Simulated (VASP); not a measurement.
Data:

```
ZnO
1.0
    5.51977     0.00000     0.00000
    0.00000     5.51977     0.00000
    0.00000     0.00000     3.25279
Zn O
4 4
Direct
  0.18200   0.18200   0.50000
  0.81800   0.81800   0.50000
  0.31800   0.68200   0.00000
  0.68200   0.31800   0.00000
  0.81759   0.18241   0.50000
  0.18241   0.81759   0.50000
  0.31759   0.31759   0.00000
  0.68241   0.68241   0.00000
```

Level of theory: PBEsol GGA, VASP's PBE PAW potentials (set 64) (plane waves; VASP). Numerical set-up: 520 eV cut-off, Gaussian smearing of 0.050 eV, potentials Zn O.

Problem. What does the run give for the band gap (along the path) with the smallest direct gap where there is one?

Solution. 
| Item | Value |
|---|---|
| band gap (along the path) | 0.69 eV |
| smallest direct gap (along the path) | 0.69 eV |

Total energies compare only between runs with the same potentials, cut-off and functional.

The structure comes from a computed database's ZnO entry (P4_2/mnm); how it stands against other phases isn't given here. It was relaxed first.
